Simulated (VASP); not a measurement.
A convergence study with VASP on Rh (fcc): one setting is varied, all else stays as given below, so the limit is that of these other settings. Each run relaxes cell and ions from the cell shown.

```yaml
crystal:
  lattice:
    - [0.00000, 1.90000, 1.90000]
    - [1.90000, 0.00000, 1.90000]
    - [1.90000, 1.90000, 0.00000]
  atoms:
    - { symbol: Rh, position: [0.00000, 0.00000, 0.00000] }
```

The numbers are results of LDA (Ceperley-Alder, Perdew-Zunger), VASP's LDA PAW potentials (set 64) (plane waves; VASP), not measurements. The tightest run used: 550 eV cut-off, 21×21×21 Γ-centred mesh, first-order Methfessel-Paxton smearing of 0.10 eV, potentials Rh_pv.

Question: The settings run are 2×2×2 mesh; 3×3×3 mesh; 4×4×4 mesh; 5×5×5 mesh; 6×6×6 mesh; 7×7×7 mesh; 8×8×8 mesh; 9×9×9 mesh; 10×10×10 mesh; 11×11×11 mesh; 12×12×12 mesh; 13×13×13 mesh; 15×15×15 mesh; 16×16×16 mesh; 17×17×17 mesh; 18×18×18 mesh; 19×19×19 mesh; 20×20×20 mesh; 21×21×21 mesh. From which on does the relaxed volume stay within 0.1 Å³/atom of the tightest run?

Answer: From 6×6×6 mesh on: it is off by 0.072 there and by no more than 0.1 in any finer run, while 5×5×5 mesh is off by 0.120.
```csv
setting,relaxed volume (Å³/atom),E (eV/atom),irreducible k-points,difference judged (Å³/atom)
2×2×2 mesh,16.797,-5.1814,3,3.545
3×3×3 mesh,14.371,-7.2558,4,1.120
4×4×4 mesh,12.926,-9.1560,8,0.326
5×5×5 mesh,13.372,-8.5224,10,0.120
6×6×6 mesh,13.323,-8.5969,16,0.072
7×7×7 mesh,13.188,-8.7510,20,0.064
8×8×8 mesh,13.292,-8.6464,29,0.040
9×9×9 mesh,13.257,-8.6783,35,0.005
10×10×10 mesh,13.252,-8.6925,47,0.000
11×11×11 mesh,13.272,-8.6708,56,0.020
12×12×12 mesh,13.246,-8.6887,72,0.006
13×13×13 mesh,13.258,-8.6846,84,0.006
15×15×15 mesh,13.253,-8.6844,120,0.001
16×16×16 mesh,13.257,-8.6828,145,0.006
17×17×17 mesh,13.253,-8.6871,165,0.001
18×18×18 mesh,13.254,-8.6842,195,0.002
19×19×19 mesh,13.254,-8.6838,220,0.002
20×20×20 mesh,13.254,-8.6851,256,0.002
21×21×21 mesh,13.252,-8.6849,286,0.000
```

Left out are rungs that failed or repeat a setting and relaxations that didn't move; long series are thinned to 24 rows.

The compound is Rh in the fcc structure.
